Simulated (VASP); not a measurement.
A run of VASP 6.6.1 is set up as follows.

INCAR

```
SYSTEM = CaH8Cl2O4
PREC = Accurate ; ENCUT = 520
EDIFF = 1E-7 ; ISMEAR = -1
SIGMA = 0.02 ; LREAL = Auto
LASPH = .True. ; NELM = 60
ALGO = Normal ; ISIF = 2
LWAVE = .False. ; LCHARG = .False.
GGA = PE ; IVDW = 12
NBANDS = 41
```

Contents of KPOINTS:

```
Automatic mesh
0
Gamma
  1 1 1
  0 0 0
```

Contents of POSCAR:

```
CaH8Cl2O4
1.0
    6.2299620000      0.0000000000      0.0000000000
    0.0000000000      6.2299620000      0.0000000000
    0.0000000000      0.0000000000      6.2299620000
O H Ca Cl
4 8 1 2
Direct
    0.7480141933      0.1994715217     -0.1333234456
    0.3935337005      0.5995060644     -0.0065008422
    0.6651404936      0.9549335935      0.3662141117
    0.0188444167      0.7252371684      0.1500651208
    0.8403743073      0.2875940495     -0.2247044203
    0.8130547185      0.0579939332     -0.1041579387
    0.2662456047      0.6416732558      0.0874965208
    0.5056531645      0.6564406011      0.0806907008
    0.7528777864      1.0874865689      0.3759894523
    0.5940646187      0.9122206524      0.4954765374
   -0.0504979003      0.7393464037      0.2947690532
    0.0513807307      0.8679025651      0.1010118521
    0.4158612845      0.3457966517      0.7151247471
    0.7820753963      0.5086226850      0.5361509428
    0.2092629136      1.0018680692      0.7276288363
```

Potentials or basis: VASP PAW PBE potentials, release 64 (O, H, Ca_sv, Cl).

Command:

```console
$ cat potpaw_PBE.64/O/POTCAR potpaw_PBE.64/H/POTCAR potpaw_PBE.64/Ca_sv/POTCAR potpaw_PBE.64/Cl/POTCAR > POTCAR
$ mpirun -np 1 vasp_gam > vasp.out
```

(1) Estimate the largest force.

(2) Estimate the band gap on the k mesh.

Results:

(1) 1.973 eV/Å.

(2) 3.94 eV, direct.
